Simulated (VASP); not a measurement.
# KCl (Sylvite): GW quasiparticle gap, part 4 of 5

Wanted: how far GW moves the Kohn-Sham levels of KCl (Sylvite). The cell is of the rock-salt type, one of the forms listed for this formula. The start is a cell from a database of measured crystal structures.

VASP 6.6.1, plane waves and PAW; the level of theory is named at each step.

So far, quasiparticle gap on the mesh (eV): step 4 (evGW0, evGW0 on PBE) 8.59; step 5 (evGW, evGW on PBE) 9.35. Also gap on the k-mesh (eV): step 3 (empty bands, functional PBE) 5.19.

### 6. QPGW0

This step: QPGW0 on PBE; plane waves and PAW (K_sv_GW, Cl_GW) (VASP 6.6.1).

Here the orbitals are updated too, by diagonalising a Hermitian self-energy in the bands up to NBANDSGW.

The input, INCAR:

```
SYSTEM = KCl
PREC = Accurate
ENCUT = 300
ISMEAR = 0
SIGMA = 0.01
LREAL = .FALSE.
GGA = PE
NBANDS = 408
ALGO = QPGW0
NELMGW = 4
ENCUTGW = 200
NOMEGA = 64
PRECFOCK = Fast
NBANDSGW = 24
LWAVE = .FALSE.
LCHARG = .FALSE.
```

The input, POSCAR:

```
KCl
1.0
    0.0000000000      3.1464700000      3.1464700000
    3.1464700000      0.0000000000      3.1464700000
    3.1464700000      3.1464700000      0.0000000000
K Cl
1 1
Direct
    0.0000000000      0.0000000000      0.0000000000
    0.5000000000      0.5000000000      0.5000000000
```

The input, KPOINTS:

```
Automatic mesh
0
Gamma
4 4 4
0 0 0
```

The projector-augmented-wave data sets are K_sv_GW and Cl_GW (PBE family, release 64).

Command:

```
> mpirun -np 8 vasp_std
```

Log:

```text
[banner, memory and clock lines left out]
running    8 mpi-ranks, on    1 nodes
 distrk:  each k-point on    8 cores,    1 groups
 distr:  one band on    1 cores,    8 groups

 POSCAR found type information on POSCAR K Cl
 POSCAR found :  2 types and       2 ions
 [... a notice as in an earlier step ...]

 [... a notice as in an earlier step ...]

 LDA part: xc-table for (Slater+PW92), standard interpolation
 found WAVECAR, reading the header
 POSCAR, INCAR and KPOINTS ok, starting setup
 FFT: planning ... GRIDC
 FFT: planning ... GRID_SOFT
 FFT: planning ... GRID
 reading WAVECAR
 the WAVECAR file was read successfully
 initial charge from wavefunction
 available memory per node:     34.98 GB, setting MAXMEM to     35818

 The Fermi energy was updated, please check that it is located mid-gap
 values below the HOMO (VB) or above the LUMO (CB) will cause erroneous energies
 E-fermi :   1.9573

 calculate exact exchange contribution
 the WAVEDER file was read successfully
energies w=
    0.000    0.000    0.709    0.000    1.417    0.000    2.122    0.000
    2.822    0.000    3.516    0.000    4.203    0.000    4.883    0.000
    5.553    0.000    6.215    0.000    6.868    0.000    7.512    0.000
    8.146    0.000    8.773    0.000    9.391    0.000   10.002    0.000
   10.607    0.000   11.207    0.000   11.802    0.000   12.393    0.000
   12.982    0.000   13.570    0.000   14.159    0.000   14.749    0.000
   15.342    0.000   15.939    0.000   16.543    0.000   17.155    0.000
   17.776    0.000   18.410    0.000   19.057    0.000   19.720    0.000
   20.403    0.000   21.106    0.000   21.836    0.000   22.593    0.000
   23.383    0.000   24.211    0.000   25.080    0.000   25.998    0.000
   26.970    0.000   28.006    0.000   29.114    0.000   30.305    0.000
   31.593    0.000   32.992    0.000   34.523    0.000   36.208    0.000
   38.075    0.000   40.160    0.000   42.506    0.000   45.172    0.000
   48.232    0.000   51.782    0.000   55.954    0.000   60.931    0.000
   66.973    0.000   74.459    0.000   83.975    0.000   96.465    0.000
  113.562    0.000  138.349    0.000  177.444    0.000  248.076    0.000
 responsefunction array rank=     416
 LDA part: xc-table for (Slater+PW92), standard interpolation

 min. memory requirement per mpi rank    441.2 MB, per node   3529.6 MB

 allocating   8 responsefunctions rank=   416
 shmem allocating  64 responsefunctions rank=   416
 response function shared by NCSHMEM nodes    1
 Doing            8  frequencies on each core in blocks of           64
NQ=   1    0.0000    0.0000    0.0000,
|.........|.........|.........|.........|.........|.........|.........|.........
 performed        566000 updates of chi_q(r,r)
 total number of BLAS operations        765.24 Gflops
NQ=   2    0.2500    0.0000    0.0000,
|.........|.........|.........|.........|.........|.........|.........|.........
 performed       1837000 updates of chi_q(r,r)
 total number of BLAS operations       2328.06 Gflops
NQ=   3    0.5000    0.0000    0.0000,
|.........|.........|.........|.........|.........|.........|.........|.........
 performed       2755000 updates of chi_q(r,r)
 total number of BLAS operations       3457.53 Gflops
NQ=   4    0.2500    0.2500    0.0000,
|.........|.........|.........|.........|.........|.........|.........|.........
 performed       3889000 updates of chi_q(r,r)
 total number of BLAS operations       5020.25 Gflops
NQ=   5    0.5000    0.2500    0.0000,
|.........|.........|.........|.........|.........|.........|.........|.........
 performed       5473000 updates of chi_q(r,r)
 total number of BLAS operations       7038.46 Gflops
NQ=   6   -0.2500    0.2500    0.0000,
|.........|.........|.........|.........|.........|.........|.........|.........
 performed       6861000 updates of chi_q(r,r)
 total number of BLAS operations       8878.88 Gflops
NQ=   7    0.5000    0.5000    0.0000,
|.........|.........|.........|.........|.........|.........|.........|.........
 performed       7701000 updates of chi_q(r,r)
 total number of BLAS operations       9891.08 Gflops
NQ=   8   -0.2500    0.5000    0.2500,
|.........|.........|.........|.........|.........|.........|.........|.........
 performed       8854000 updates of chi_q(r,r)
 total number of BLAS operations      11338.54 Gflops
 resolving degeneracies of screened two electron integrals

 calculate QP shifts <psi_nk| G(iteration)W_0 |psi_nk>: iteration 1

 QP shifts <psi_nk| G(iteration)W_0 |psi_nk>: iteration 1
 NQ=           1  operations          48
 NQ=           2  operations           6
 NQ=           3  operations          12
 NQ=           4  operations           8
 NQ=           5  operations           2
 NQ=           6  operations           4
 NQ=           7  operations          16
 NQ=           8  operations           8
 allocating   8 responsefunctions rank=   416
 shmem allocating  64 responsefunctions rank=   416
 response function shared by NCSHMEM nodes    1
 Doing            8  frequencies on each core in blocks of           64
NQ=   1    0.0000    0.0000    0.0000,
|.........|.........|.........|.........|.........|.........|.........|.........
 performed        566000 updates of chi_q(r,r)
 total number of BLAS operations        765.24 Gflops
NQ=   2    0.2500    0.0000    0.0000,
|.........|.........|.........|.........|.........|.........|.........|.........
 performed       1837000 updates of chi_q(r,r)
 total number of BLAS operations       2328.06 Gflops
NQ=   3    0.5000    0.0000    0.0000,
|.........|.........|.........|.........|.........|.........|.........|.........
 performed       2755000 updates of chi_q(r,r)
 total number of BLAS operations       3457.53 Gflops
NQ=   4    0.2500    0.2500    0.0000,
|.........|.........|.........|.........|.........|.........|.........|.........
 performed       3889000 updates of chi_q(r,r)
 total number of BLAS operations       5020.25 Gflops
NQ=   5    0.5000    0.2500    0.0000,
|.........|.........|.........|.........|.........|.........|.........|.........
 performed       5473000 updates of chi_q(r,r)
 total number of BLAS operations       7038.46 Gflops
NQ=   6   -0.2500    0.2500    0.0000,
|.........|.........|.........|.........|.........|.........|.........|.........
 performed       6861000 updates of chi_q(r,r)
 total number of BLAS operations       8878.88 Gflops
NQ=   7    0.5000    0.5000    0.0000,
|.........|.........|.........|.........|.........|.........|.........|.........
 performed       7701000 updates of chi_q(r,r)
 total number of BLAS operations       9891.08 Gflops
NQ=   8   -0.2500    0.5000    0.2500,
|.........|.........|.........|.........|.........|.........|.........|.........
 performed       8854000 updates of chi_q(r,r)
 total number of BLAS operations      11338.54 Gflops
 resolving degeneracies of screened two electron integrals

 QP shifts <psi_nk| G(iteration)W_0 |psi_nk>: iteration 2
 NQ=           1  operations          48
 NQ=           2  operations           6
 NQ=           3  operations          12
 NQ=           4  operations           8
 NQ=           5  operations           2
 NQ=           6  operations           4
 NQ=           7  operations          16
 NQ=           8  operations           8
 allocating   8 responsefunctions rank=   416
 shmem allocating  64 responsefunctions rank=   416
 response function shared by NCSHMEM nodes    1
 Doing            8  frequencies on each core in blocks of           64
NQ=   1    0.0000    0.0000    0.0000,
|.........|.........|.........|.........|.........|.........|.........|.........
 performed        566000 updates of chi_q(r,r)
 total number of BLAS operations        765.24 Gflops
NQ=   2    0.2500    0.0000    0.0000,
|.........|.........|.........|.........|.........|.........|.........|.........
 performed       1837000 updates of chi_q(r,r)
 total number of BLAS operations       2328.06 Gflops
NQ=   3    0.5000    0.0000    0.0000,
|.........|.........|.........|.........|.........|.........|.........|.........
 performed       2755000 updates of chi_q(r,r)
 total number of BLAS operations       3457.53 Gflops
NQ=   4    0.2500    0.2500    0.0000,
|.........|.........|.........|.........|.........|.........|.........|.........
 performed       3889000 updates of chi_q(r,r)
 total number of BLAS operations       5020.25 Gflops
NQ=   5    0.5000    0.2500    0.0000,
|.........|.........|.........|.........|.........|.........|.........|.........
 performed       5473000 updates of chi_q(r,r)
 total number of BLAS operations       7038.46 Gflops
NQ=   6   -0.2500    0.2500    0.0000,
|.........|.........|.........|.........|.........|.........|.........|.........
 performed       6861000 updates of chi_q(r,r)
 total number of BLAS operations       8878.88 Gflops
NQ=   7    0.5000    0.5000    0.0000,
|.........|.........|.........|.........|.........|.........|.........|.........
 performed       7701000 updates of chi_q(r,r)
 total number of BLAS operations       9891.08 Gflops
NQ=   8   -0.2500    0.5000    0.2500,
|.........|.........|.........|.........|.........|.........|.........|.........
 performed       8854000 updates of chi_q(r,r)
 total number of BLAS operations      11338.54 Gflops
 resolving degeneracies of screened two electron integrals

 QP shifts <psi_nk| G(iteration)W_0 |psi_nk>: iteration 3
 NQ=           1  operations          48
 NQ=           2  operations           6
 NQ=           3  operations          12
 NQ=           4  operations           8
 NQ=           5  operations           2
 NQ=           6  operations           4
 NQ=           7  operations          16
 NQ=           8  operations           8
 allocating   8 responsefunctions rank=   416
 shmem allocating  64 responsefunctions rank=   416
 response function shared by NCSHMEM nodes    1
 Doing            8  frequencies on each core in blocks of           64
NQ=   1    0.0000    0.0000    0.0000,
|.........|.........|.........|.........|.........|.........|.........|.........
 performed        566000 updates of chi_q(r,r)
 total number of BLAS operations        765.24 Gflops
NQ=   2    0.2500    0.0000    0.0000,
|.........|.........|.........|.........|.........|.........|.........|.........
 performed       1837000 updates of chi_q(r,r)
 total number of BLAS operations       2328.06 Gflops
NQ=   3    0.5000    0.0000    0.0000,
|.........|.........|.........|.........|.........|.........|.........|.........
 performed       2755000 updates of chi_q(r,r)
 total number of BLAS operations       3457.53 Gflops
NQ=   4    0.2500    0.2500    0.0000,
|.........|.........|.........|.........|.........|.........|.........|.........
 performed       3889000 updates of chi_q(r,r)
 total number of BLAS operations       5020.25 Gflops
NQ=   5    0.5000    0.2500    0.0000,
|.........|.........|.........|.........|.........|.........|.........|.........
 performed       5473000 updates of chi_q(r,r)
 total number of BLAS operations       7038.46 Gflops
NQ=   6   -0.2500    0.2500    0.0000,
|.........|.........|.........|.........|.........|.........|.........|.........
 performed       6861000 updates of chi_q(r,r)
 total number of BLAS operations       8878.88 Gflops
NQ=   7    0.5000    0.5000    0.0000,
|.........|.........|.........|.........|.........|.........|.........|.........
 performed       7701000 updates of chi_q(r,r)
 total number of BLAS operations       9891.08 Gflops
NQ=   8   -0.2500    0.5000    0.2500,
|.........|.........|.........|.........|.........|.........|.........|.........
 performed       8854000 updates of chi_q(r,r)
 total number of BLAS operations      11338.54 Gflops
 resolving degeneracies of screened two electron integrals

 QP shifts <psi_nk| G(iteration)W_0 |psi_nk>: iteration 4
 NQ=           1  operations          48
 NQ=           2  operations           6
 NQ=           3  operations          12
 NQ=           4  operations           8
 NQ=           5  operations           2
 NQ=           6  operations           4
 NQ=           7  operations          16
 NQ=           8  operations           8
 entering main loop
```

Wall time 5.2 min (8 MPI ranks of Intel Xeon 6975P-C (Granite Rapids), shared host); peak memory 4.4 GiB; 41 min of CPU time.

Parts of OUTCAR (step 6):

```text
   NELECT =      16.0000    total number of electrons

 E-fermi :   1.9573

 QP shifts <psi_nk| G(iteration)W_0 |psi_nk>: iteration 1
 k-point   1 :       0.0000    0.0000    0.0000
  band No. DFT-energies  QP-energies  QP-e(diag)   sigma(DFT)    Z            occupation
    ...
      5     -11.2955     -14.6456     -14.6384     -15.4261       0.8093       2.0000
      6      -0.6376      -2.8568      -2.8566      -3.4248       0.7962       2.0000
      7      -0.6376      -2.8568      -2.8566      -3.4248       0.7962       2.0000
      8      -0.6376      -2.8568      -2.8566      -3.4248       0.7962       2.0000
      9       4.5521       5.2227       5.2144       5.3196       0.8630       0.0000
     10       7.7321       9.2106       9.3185       9.5885       0.8546       0.0000
     11       7.7321       9.2106       9.3185       9.5885       0.8546       0.0000
     12       7.7321       9.2106       9.3185       9.5885       0.8546       0.0000
    ...

     24      21.0622      21.0622      21.0622      21.0622       1.0000       0.0000

 k-point   2 :       0.2500    0.0000    0.0000
  band No. DFT-energies  QP-energies  QP-e(diag)   sigma(DFT)    Z            occupation
    ...
      5     -11.1695     -14.0749     -14.3291     -15.1113       0.8016       2.0000
      6      -1.2236      -3.5289      -3.5156      -4.1032       0.7959       2.0000
      7      -0.8061      -3.0476      -3.0410      -3.6148       0.7957       2.0000
      8      -0.8061      -3.0476      -3.0410      -3.6148       0.7957       2.0000
      9       5.8064       6.5518       6.5475       6.6736       0.8545       0.0000
     10       7.5226       8.6520       8.8132       9.0395       0.8508       0.0000
     11       8.4768      10.0463      10.1846      10.4857       0.8502       0.0000
     12       8.4768      10.0463      10.1846      10.4857       0.8502       0.0000
    ...

 QP shifts <psi_nk| G(iteration)W_0 |psi_nk>: iteration 2
 k-point   1 :       0.0000    0.0000    0.0000
  band No. DFT-energies  QP-energies  QP-e(diag)   sigma(DFT)    Z            occupation
    ...
      5     -14.6456     -15.1279     -15.1952     -15.3182       0.8170       2.0000
      6      -2.8568      -3.2300      -3.2299      -3.3259       0.7953       2.0000
      7      -2.8568      -3.2300      -3.2299      -3.3259       0.7953       2.0000
      8      -2.8568      -3.2300      -3.2299      -3.3259       0.7953       2.0000
      9       5.2227       5.2935       5.2776       5.2864       0.8627       0.0000
     10       9.2106       9.3496       9.3539       9.3777       0.8573       0.0000
     11       9.2106       9.3496       9.3539       9.3777       0.8573       0.0000
     12       9.2106       9.3496       9.3539       9.3777       0.8573       0.0000
    ...

 QP shifts <psi_nk| G(iteration)W_0 |psi_nk>: iteration 3
 k-point   1 :       0.0000    0.0000    0.0000
  band No. DFT-energies  QP-energies  QP-e(diag)   sigma(DFT)    Z            occupation
    ...
      5     -15.1279     -15.2508     -15.2423     -15.2760       0.7725       2.0000
      6      -3.2300      -3.3217      -3.3216      -3.3449       0.7975       2.0000
      7      -3.2300      -3.3217      -3.3216      -3.3449       0.7975       2.0000
      8      -3.2300      -3.3217      -3.3216      -3.3449       0.7975       2.0000
      9       5.2935       5.3049       5.2865       5.2854       0.8657       0.0000
     10       9.3496       9.3631       9.3636       9.3659       0.8597       0.0000
     11       9.3496       9.3631       9.3636       9.3659       0.8597       0.0000
     12       9.3496       9.3631       9.3636       9.3659       0.8597       0.0000
    ...

 QP shifts <psi_nk| G(iteration)W_0 |psi_nk>: iteration 4
 k-point   1 :       0.0000    0.0000    0.0000
  band No. DFT-energies  QP-energies  QP-e(diag)   sigma(DFT)    Z            occupation
    ...
      5     -15.2508     -15.2895     -15.2785     -15.2865       0.7761       2.0000
      6      -3.3217      -3.3490      -3.3489      -3.3558       0.7969       2.0000
      7      -3.3217      -3.3490      -3.3489      -3.3558       0.7969       2.0000
      8      -3.3217      -3.3490      -3.3489      -3.3558       0.7969       2.0000
      9       5.3049       5.3118       5.2927       5.2908       0.8664       0.0000
     10       9.3631       9.3648       9.3652       9.3656       0.8588       0.0000
     11       9.3631       9.3648       9.3652       9.3656       0.8588       0.0000
     12       9.3631       9.3648       9.3652       9.3656       0.8588       0.0000
    ...

[... 16 parts as in an earlier step ...]

[... 29 further parts left out ...]
```

This step gave:

| Property | Result |
| --- | --- |
| quasiparticle gap on the mesh | 8.661 eV |
| smallest direct quasiparticle gap on the mesh | 8.661 eV |

QP gap by iteration, by row:

```csv
iteration,gap (eV),direct gap (eV)
1,8.079,8.079
2,8.524,8.524
3,8.627,8.627
4,8.661,8.661
```

GW takes the gap from 5.190 to 8.661 eV. That is +73 meV against evGW0 on PBE. The last pass still moved it by +34 meV. The value holds for 408 bands, ENCUTGW = 200 eV and this mesh, and isn't shown to be converged in them.

### 7. Orbitals for another starting point

This step: PBE; plane waves and PAW (K_sv_GW, Cl_GW) (VASP 6.6.1).

A hybrid converges faster from good orbitals, so a cheap PBE run writes WAVECAR first.

The input, INCAR:

```
SYSTEM = KCl
PREC = Accurate
ENCUT = 300
EDIFF = 1E-05
NELM = 100
ISMEAR = 0
SIGMA = 0.01
LREAL = .FALSE.
ALGO = Normal
GGA = PE
NBANDS = 14
LORBIT = 11
LWAVE = .TRUE.
LCHARG = .FALSE.
KPAR = 8
```

POSCAR is that of step 6.

KPOINTS is that of step 6.

Command:

```
> mpirun -np 8 vasp_std
```

Log:

```text
[banner, memory and clock lines left out]
running    8 mpi-ranks, on    1 nodes
 distrk:  each k-point on    1 cores,    8 groups
 distr:  one band on    1 cores,    1 groups

 POSCAR found type information on POSCAR K Cl
 POSCAR found :  2 types and       2 ions
 [... a notice as in an earlier step ...]

 LDA part: xc-table for (Slater+PW92), standard interpolation
 POSCAR, INCAR and KPOINTS ok, starting setup
 FFT: planning ... GRIDC
 FFT: planning ... GRID_SOFT
 FFT: planning ... GRID
 WAVECAR not read
 entering main loop
       N       E                     dE             d eps       ncg     rms          rms(c)
[... 10 cycles as in an earlier step ...]
DAV:  11    -0.927410322221E+01    0.12601E-05   -0.95078E-06   248   0.348E-02
   1 F= -.92741032E+01 E0= -.92741032E+01  d E =-.684333E-35
 writing wavefunctions
```

Wall time 1.4 s (8 MPI ranks); peak memory 1.1 GiB.

OUTCAR, selected parts (step 7):

```text
   NELECT =      16.0000    total number of electrons

 E-fermi :  -0.5517

 k-point     1 :       0.0000    0.0000    0.0000
  band No.  band energies     occupation
    ...
      4     -11.2936      2.00000
      5     -11.2936      2.00000
      6      -0.6370      2.00000
      7      -0.6370      2.00000
      8      -0.6370      2.00000
      9       4.5495      0.00000
     10       7.7318      0.00000
     11       7.7318      0.00000
     12       7.7318      0.00000
     13       8.5942      0.00000
    ...

  Total        0.1520773      0.1520773      0.1520773      0.0000000      0.0000000     -0.0000000
  in kB        3.9108769      3.9108769      3.9108769      0.0000000      0.0000000     -0.0000000
  external PRESSURE =       3.9108769 kB  Pullay stress =       0.0000000 kB

 POSITION                                       TOTAL-FORCE (eV/Angst)
 -----------------------------------------------------------------------------------
      0.00000      0.00000      0.00000         0.000000      0.000000      0.000000
      3.14647      3.14647      3.14647         0.000000      0.000000     -0.000000
 -----------------------------------------------------------------------------------
    total drift:                                0.000000      0.000000      0.000000

  FREE ENERGIE OF THE ION-ELECTRON SYSTEM (eV)
  ---------------------------------------------------
  free  energy   TOTEN  =        -9.2741032222 eV

  energy  without entropy=       -9.2741032222  energy(sigma->0) =       -9.27410322

[... 8 parts as in an earlier step ...]

[... 9 further parts left out ...]
```

Numbers from this step:

```
Fermi energy                   : -0.5517 eV
pressure                       : 0.3911 GPa
gap on the k-mesh              : 5.187 eV
least direct gap on the k-mesh : 5.187 eV
```

The run ends at a pressure of 0.39 GPa.

[end of part 4 of 5]

[Lines on the potential files, build, host, timing and source positions are cut from VASP's logs without a mark.]

[Logs are printed without paths, hosts, clocks, repeated set-up lines and the standing remarks that a program may print on its own settings, such as how far it seeks lower states.]

[Hosts, paths, dates, database ids (printed as entryN), source tags and the programs' standing remarks are cut or masked in the printed files.]

[Pressures printed for these runs are not shown converged in the cutoff: they can be off by several GPa and have the wrong sign.]
